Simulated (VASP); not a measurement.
These are PBE GGA, VASP's PBE PAW potentials (set 64) (plane waves; VASP) values and carry that method's errors.

A VASP calculation is set up with these files.

**INCAR**
```
SYSTEM  =  GaN
PREC  =  Accurate; ENCUT  =  400; LREAL  =  .FALSE.
LASPH  =  .TRUE.
EDIFF  =  1E-02; NELM  =  100; ALGO  =  Normal
LMAXMIX  =  4
ISMEAR  =  1; SIGMA  =  0.05
GGA  =  PE
ISIF  =  2
LWAVE  =  .FALSE.; LCHARG  =  .FALSE.
```

### KPOINTS
```
Automatic mesh
0
Gamma
6 6 2
0 0 0
```

**POSCAR**
```
GaN
3.1221650
  1.0000000000   0.0000000000   0.0000000000
 -0.4999998399   0.8660250179   0.0000000000
  0.0000000000   0.0000000000   3.2737430597
Ga N
4 4
Direct
  0.0000000000   0.0000000000   0.0000000000
  0.0000000000   0.0000000000   0.5000000000
  0.6666670000   0.3333330000   0.7501800000
  0.3333330000   0.6666670000   0.2501800000
  0.0000000000   0.0000000000   0.8121600000
  0.0000000000   0.0000000000   0.3121600000
  0.6666670000   0.3333330000   0.5632900000
  0.3333330000   0.6666670000   0.0632900000
```

POTCAR, in this order: Ga_d N (PBE.64 set). Program: vasp_std.

At this cut-off the stress carries a Pulay error, which pulls relaxed volumes low.

Estimate the energy per atom (σ→0), pressure, band gap (on the k-mesh).

| Quantity | Result |
|---|---|
| energy per atom (σ→0) | -6.026 eV/atom |
| band gap (on the k-mesh) | 2.17 eV |
| pressure | 121.8 kbar |

**OSZICAR**
```
...
DAV:   4    -0.563358879867E+02   -0.87399E+01   -0.86852E+01  1562   0.561E+01
DAV:   5    -0.565338805410E+02   -0.19799E+00   -0.19754E+00  1482   0.869E+00    0.158E+01
DAV:   6    -0.479058618850E+02    0.86280E+01   -0.30816E+01  2226   0.606E+01    0.440E+00
DAV:   7    -0.482524682219E+02   -0.34661E+00   -0.47871E+00  1333   0.116E+01    0.409E+00
DAV:   8    -0.482169668268E+02    0.35501E-01   -0.33542E-01  1674   0.821E+00    0.138E+00
DAV:   9    -0.482051790439E+02    0.11788E-01   -0.74278E-02  1511   0.495E+00    0.415E-01
DAV:  10    -0.482055176095E+02   -0.33857E-03   -0.13531E-02   802   0.184E+00
   1 F= -.48205518E+02 E0= -.48205550E+02  d E =0.974722E-04
```

The structure was generated: GaN was put into an ordered model structure, which need not be its known phase. The cell was not relaxed at this level. The run is one of a series of settings (EDIFF = 1E-02 against the base run), some of them coarse on purpose.
